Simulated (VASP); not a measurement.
# LiGe4N3 (P-3m1) in VASP: notebook

One crystal, LiGe4N3, is run at these levels: PBE; tasks: equation of state.

Everything below comes from runs of VASP 6.6.1. Logs are shortened: lines on timing, memory, paths and dates and some standing lists are left out, and cuts for length are marked.

### Step 1. The crystal as given

It takes space group P-3m1 (No. 164, trigonal). The conventional cell has a = 3.067 Å, b = 3.067 Å, c = 13.018 Å, α = 90.00°, β = 90.00°, γ = 120.00°. Li (site symmetry -3m) is surrounded by 6 N at 2.30 Å. Around Ge (site symmetry 3m) lie 3 N at 2.00 Å. Ge (site symmetry 3m) is surrounded by 3 N at 2.23 Å. Around N (site symmetry 3m) lie 3 Ge at 2.00 Å and 3 Li at 2.30 Å. N (site symmetry -3m) is surrounded by 6 Ge at 2.23 Å.

The cell was built by a generator and needn't be a form met in nature.

### Step 2. Equation of state, PBE, 13.25 Å³/atom

Input file INCAR:

```
PREC = Accurate
ENCUT = 520
EDIFF = 1E-6
ISMEAR = 0
SIGMA = 0.1
LREAL = F
LASPH = T
NELM = 100
ALGO = Normal
ISIF = 4
LWAVE = F
LCHARG = F
GGA = PE
IBRION = 2
NSW = 30
EDIFFG = -0.02
KPAR = 4
```

Input file KPOINTS:

```
Automatic mesh
0
Gamma
  12 12 4
```

Input file POSCAR:

```
LiGe4N3
1.0
    3.0666200000      0.0000000000      0.0000000000
   -1.5333100000      2.6557710000      0.0000000000
    0.0000000000      0.0000000000     13.0184000000
Li Ge N
1 4 3
Direct
    0.0000000000      0.0000000000      0.0000000000
    0.6666670000      0.3333330000      0.1851750000
    0.3333330000      0.6666670000      0.8148250000
    0.6666670000      0.3333330000      0.6044940000
    0.3333330000      0.6666670000      0.3955060000
    0.3333330000      0.6666670000      0.1131200000
    0.6666670000      0.3333330000      0.8868800000
    0.0000000000      0.0000000000      0.5000000000
```

Potentials or basis: VASP PAW PBE potentials, release 64 (Li_sv, Ge_d, N).

Command:

```
> cat potpaw_PBE.64/Li_sv/POTCAR potpaw_PBE.64/Ge_d/POTCAR potpaw_PBE.64/N/POTCAR > POTCAR
> mpirun -np 4 vasp_std > vasp.out
```

OUTCAR:

```text
PREC = Accurate
   ENCUT = 520
   EDIFF = 1E-6
   ISMEAR = 0
   LREAL = F
   LASPH = T
   NELM = 100
   ISIF = 4
   GGA = PE
   IBRION = 2
   NSW = 30
   EDIFFG = -0.02

 ion  position               nearest neighbor table
   1  0.000  0.000  0.000-
   2  0.667  0.333  0.185-   6 2.00   6 2.00   6 2.00
   3  0.333  0.667  0.815-   7 2.00   7 2.00   7 2.00
   4  0.667  0.333  0.604-   8 2.23   8 2.23   8 2.23
   5  0.333  0.667  0.396-   8 2.23   8 2.23   8 2.23
   6  0.333  0.667  0.113-   2 2.00   2 2.00   2 2.00
   7  0.667  0.333  0.887-   3 2.00   3 2.00   3 2.00
   8  0.000  0.000  0.500-   4 2.23   5 2.23   4 2.23   5 2.23   4 2.23   5 2.23

  LATTYP: Found a hexagonal cell.
 ALAT       =     3.0666200000
 C/A-ratio  =     4.2451950356

  Lattice vectors:

 A1 = (   3.0666200000,   0.0000000000,   0.0000000000)
 A2 = (  -1.5333100000,   2.6557710000,   0.0000000000)
 A3 = (   0.0000000000,   0.0000000000,  13.0184000000)

Analysis of symmetry for initial positions (statically):
=====================================================================
 Subroutine PRICEL returns:
 Original cell was already a primitive cell.

 Routine SETGRP: Setting up the symmetry group for a
 hexagonal supercell.

 Subroutine GETGRP returns: Found 12 space group operations
 (whereof 12 operations were pure point group operations)
 out of a pool of 24 trial point group operations.

The static configuration has the point symmetry D_3d.

Analysis of symmetry for dynamics (positions and initial velocities):
=====================================================================
 Subroutine PRICEL returns:
 Original cell was already a primitive cell.

 Routine SETGRP: Setting up the symmetry group for a
 hexagonal supercell.

 Subroutine GETGRP returns: Found 12 space group operations
 (whereof 12 operations were pure point group operations)
 out of a pool of 24 trial point group operations.

The dynamic configuration has the point symmetry D_3d.

 Subroutine INISYM returns: Found 12 space group operations
 (whereof 12 operations are pure point group operations),
 and found     1 'primitive' translations

----------------------------------------------------------------------------------------

                                     Primitive cell

  volume of cell :     106.0250

  direct lattice vectors                    reciprocal lattice vectors
     3.066620000  0.000000000  0.000000000     0.326091919  0.188269245  0.000000000
    -1.533310000  2.655771000  0.000000000     0.000000000  0.376538489  0.000000000
     0.000000000  0.000000000 13.018400000     0.000000000  0.000000000  0.076814355

  length of vectors
     3.066620000  3.066620153 13.018400000     0.376538508  0.376538489  0.076814355

  position of ions in fractional coordinates (direct lattice)
     0.000000000  0.000000000  0.000000000
     0.666667000  0.333333000  0.185175000
     0.333333000  0.666667000  0.814825000
     0.666667000  0.333333000  0.604494000
     0.333333000  0.666667000  0.395506000
     0.333333000  0.666667000  0.113120000
     0.666667000  0.333333000  0.886880000
     0.000000000  0.000000000  0.500000000

  ion indices of the primitive-cell ions
   primitive index   ion index
                 1           1
                 2           2
                 3           3
                 4           4
                 5           5
                 6           6
                 7           7
                 8           8

----------------------------------------------------------------------------------------

 KPOINTS: Automatic mesh

Automatic generation of k-mesh.
 Grid dimensions read from file:
 generate k-points for:   12   12    4

 Generating k-lattice:

  Cartesian coordinates                     Fractional coordinates (reciprocal lattice)
     0.027174327  0.015689104  0.000000000     0.083333333  0.000000000  0.000000000
     0.000000000  0.031378207  0.000000000     0.000000000  0.083333333  0.000000000
     0.000000000  0.000000000  0.019203589     0.000000000  0.000000000  0.250000000

  Length of vectors
     0.031378209  0.031378207  0.019203589

  Shift w.r.t. Gamma in fractional coordinates (k-lattice)
     0.000000000  0.000000000  0.000000000

 Subroutine IBZKPT returns following result:
 ===========================================

 Found     69 irreducible k-points:

 Following reciprocal coordinates:
            Coordinates               Weight
  0.000000  0.000000  0.000000      1.000000
  0.083333  0.000000  0.000000      6.000000
  0.166667 -0.000000  0.000000      6.000000
  0.250000  0.000000  0.000000      6.000000
  0.333333  0.000000  0.000000      6.000000
  0.416667 -0.000000  0.000000      6.000000
[... 16 lines left out ...]
  0.166667 -0.000000  0.250000      6.000000
  0.000000  0.166667  0.250000      6.000000
 [... further k-points ...]
   k-points           NKPTS =     69   k-points in BZ     NKDIM =     69   number of bands    NBANDS=     44
   number of dos      NEDOS =    301   number of ions     NIONS =      8
   total plane-waves  NPLWV =  56448
   dimension x,y,z NGX =    24 NGY =   24 NGZ =   98
   dimension x,y,z NGXF=    48 NGYF=   48 NGZF=  196
   ions per type =               1   4   3
   NGX,Y,Z   is equivalent  to a cutoff of  13.01, 13.01, 12.51 a.u.
   NGXF,Y,Z  is equivalent  to a cutoff of  26.02, 26.02, 25.03 a.u.
 SYSTEM =  unknown system
   PREC   = accura    normal or accurate (medium, high low for compatibility)
   ISTART =      0    job   : 0-new  1-cont  2-samecut
   ICHARG =      2    charge: 1-file 2-atom 10-const
   ISPIN  =      1    spin polarized calculation?
   LNONCOLLINEAR =      F non collinear calculations
   LSORBIT =      F    spin-orbit coupling
   LASPH  =      T    aspherical Exc in radial PAW
   ENCUT  =  520.0 eV  38.22 Ry    6.18 a.u.   5.70  5.70 24.21*2*pi/ulx,y,z
   NELM   =    100;   NELMIN=  2; NELMDL= -5     # of ELM steps
   EDIFF  = 0.1E-05   stopping-criterion for ELM
   LREAL  =      F    real-space projection
   EDIFFG = -.2E-01   stopping-criterion for IOM
   NSW    =     30    number of steps for IOM
   IBRION =      2    ionic relax: 0-MD 1-quasi-New 2-CG
   NFREE  =      1    steps in history (QN), initial steepest desc. (CG)
   ISIF   =      4    stress and relaxation
   ISYM   =      2    0-nonsym 1-usesym 2-fastsym
   POTIM  = 0.5000    time-step for ionic-motion
   TEBEG  =    0.0;   TEEND  =   0.0 temperature during run
   PSTRESS=    0.0 pullay stress
   NELECT =      74.0000    total number of electrons
   NUPDOWN=      -1.0000    fix difference up-down
   EMIN   =  10.00;   EMAX   =-10.00  energy-range for DOS
   EFERMI =   0.00;   METHOD = LEGACY
   ISMEAR =     0;   SIGMA  =   0.10  broadening in eV -4-tet -1-fermi 0-gaus
   EFERMI_NEDOS =   21; number of points for ismear=-14 and -15
   IALGO  =     38    algorithm
   IMIX   =      4    mixing-type and parameters
     AMIX     =   0.40;   BMIX     =  1.00
     AMIX_MAG =   1.60;   BMIX_MAG =  1.00
  volume/ion in A,a.u.               =      13.25        89.44
  Fermi-wavevector in a.u.,A,eV,Ry     =   1.452165  2.744194 28.691742  2.108784
  Thomas-Fermi vector in A             =   2.569579
   LORBIT       =      0    0 simple, 1 ext, 2 COOP (PROOUT), +10 PAW based schemes
   GGA     = PE    functional components
   LHFCALC =     F    Hartree Fock is set to
   AEXX    =    0.0000 exact exchange contribution
   IVDW    =     0    specifies the selected vdW correction
   LEPSILON=     F    determine dielectric tensor
   LRPA    =     F    only Hartree local field effects (RPA)
 conjugate gradient relaxation of ions
 non-spin polarized calculation
 Gauss-broadening in eV      SIGMA  =   0.10
  energy-cutoff  :      520.00
  volume of cell :      106.02
 maximum number of plane-waves:      2884
 NGX is ok and might be reduce to    24
   NGX = 11   NGY = 11   NGZ = 49

 number of electron      73.9999955 magnetization

 Free energy of the ion-electron system (eV)
  ---------------------------------------------------
  ext. energy  EPLUGINS =         0.00000000
  ---------------------------------------------------
  free energy    TOTEN  =       -43.68126342 eV

  energy without entropy =      -43.66895143  energy(sigma->0) =      -43.67510743

 E-fermi :   6.4607     XC(G=0): -11.1291

 val. band max:        6.4093162219   @ k =   0.3333   0.3333   0.5000
 cond. band min:       6.4672470514   @ k =   0.3333   0.1667   0.2500
 fundamental gap:      0.0579308295
 Fermi energy:         6.4607468411

 k-point     1 :       0.0000    0.0000    0.0000
  band No.  band energies     occupation
      1     -39.3187      2.00000
      2     -18.6714      2.00000
      3     -18.6714      2.00000
      4     -18.6653      2.00000
      5     -18.6653      2.00000
      6     -18.6575      2.00000
[... 36 lines left out ...]
     43      13.1000      0.00000
     44      13.4163      0.00000

 k-point     2 :       0.0833    0.0000    0.0000
  band No.  band energies     occupation
      1     -39.3178      2.00000
      2     -18.6733      2.00000
      3     -18.6666      2.00000
      4     -18.6665      2.00000
      5     -18.6607      2.00000
      6     -18.6545      2.00000
[... 36 lines left out ...]
     43      12.6179      0.00000
     44      12.7731      0.00000

 k-point     3 :       0.1667   -0.0000    0.0000
  band No.  band energies     occupation
      1     -39.3154      2.00000
      2     -18.6797      2.00000
      3     -18.6707      2.00000
      4     -18.6534      2.00000
      5     -18.6480      2.00000
      6     -18.6464      2.00000
[... 976 lines left out ...]
     43      11.6147      0.00000
     44      12.0409      0.00000

 k-point    24 :       0.0000    0.1667    0.2500
  band No.  band energies     occupation
      1     -39.3154      2.00000
      2     -18.6797      2.00000
      3     -18.6707      2.00000
      4     -18.6534      2.00000
      5     -18.6480      2.00000
      6     -18.6464      2.00000
[... 36 lines left out ...]
     43      11.6617      0.00000
     44      12.0447      0.00000

 [... further k-points ...]

------------------------ aborting loop because EDIFF is reached ----------------------------------------

  FORCE on cell =-STRESS in cart. coord.  units (eV):
  Direction    XX          YY          ZZ          XY          YZ          ZX
  --------------------------------------------------------------------------------------
  -------------------------------------------------------------------------------------
  Total       -0.0185324     -0.0185324      0.0138739      0.0000000      0.0000000      0.0000000
  in kB       -0.2800492     -0.2800492      0.2096530      0.0000000      0.0000000      0.0000000
  external PRESSURE =      -0.1168151 kB  Pullay stress =       0.0000000 kB

 VOLUME and BASIS-vectors are now :
 -----------------------------------------------------------------------------
  energy-cutoff  :      520.00
  volume of cell :      106.02
      direct lattice vectors                 reciprocal lattice vectors
     3.066620000  0.000000000  0.000000000     0.326091919  0.188269245  0.000000000
    -1.533310000  2.655771000  0.000000000     0.000000000  0.376538489  0.000000000
     0.000000000  0.000000000 13.018400000     0.000000000  0.000000000  0.076814355

 POSITION                                       TOTAL-FORCE (eV/Angst)
 -----------------------------------------------------------------------------------
      0.00000      0.00000      0.00000         0.000000      0.000000      0.000000
      1.53331      0.88526      2.41068         0.000000      0.000000     -0.006287
     -0.00000      1.77051     10.60772        -0.000000     -0.000000      0.006287
      1.53331      0.88526      7.86954        -0.000000      0.000000      0.007635
     -0.00000      1.77051      5.14886         0.000000     -0.000000     -0.007635
     -0.00000      1.77051      1.47264         0.000000      0.000000     -0.004016
      1.53331      0.88526     11.54576        -0.000000     -0.000000      0.004016
      0.00000      0.00000      6.50920         0.000000      0.000000      0.000000
 -----------------------------------------------------------------------------------
    total drift:                                0.000000      0.000000      0.000000

  FREE ENERGIE OF THE ION-ELECTRON SYSTEM (eV)
  ---------------------------------------------------
  free  energy   TOTEN  =       -43.6812634153 eV

  energy  without entropy=      -43.6689514348  energy(sigma->0) =      -43.67510743

 reached required accuracy - stopping structural energy minimisation
```

Wall time 41 s (4 MPI ranks of Intel Xeon 6975P-C (Granite Rapids), shared host); peak memory 0.38 GiB.

These settings aren't checked as converged: the numbers below hold their error.

What came out:

| Item | Value |
| --- | --- |
| Free energy | -43.6813 eV |
| Largest force | 0.008 eV/Å |
| Band gap on the k mesh | none (metal or under the smearing width) |

Caveat: the cutoff is under 1.25 times the usual one of these potentials, so pressure, stress and relaxed cells hold a basis-set (Pulay) error.

### Step 3. Equation of state, PBE, 12.86 Å³/atom (volume scaled by 0.97)

INCAR is that of step 2.

KPOINTS is that of step 2.

POSCAR, as its differences from that of step 2:

```diff
@@ -2,5 +2,5 @@
 1.0
-    3.0666200000      0.0000000000      0.0000000000
-   -1.5333100000      2.6557710000      0.0000000000
-    0.0000000000      0.0000000000     13.0184000000
+    3.0356419224      0.0000000000      0.0000000000
+   -1.5178209612      2.6289431961      0.0000000000
+    0.0000000000      0.0000000000     12.8868920189
 Li Ge N
```

Potentials or basis: VASP PAW PBE potentials, release 64 (Li_sv, Ge_d, N).

Command:

```
> cat potpaw_PBE.64/Li_sv/POTCAR potpaw_PBE.64/Ge_d/POTCAR potpaw_PBE.64/N/POTCAR > POTCAR
> mpirun -np 4 vasp_std > vasp.out
```

Run time: 2.3 min. Hardware: 4 MPI ranks of Intel Xeon 6975P-C (Granite Rapids), shared host; peak memory 0.39 GiB.

These settings aren't checked as converged: the numbers below hold their error.

Results:

```yaml
Free_energy: -43.6583 eV
Largest_force: 0.012 eV/Å
Band_gap_on_the_k_mesh: none (metal or under the smearing width)
```

Caveat: the cutoff is under 1.25 times the usual one of these potentials, so pressure, stress and relaxed cells hold a basis-set (Pulay) error.

[end of part 1 of 2]
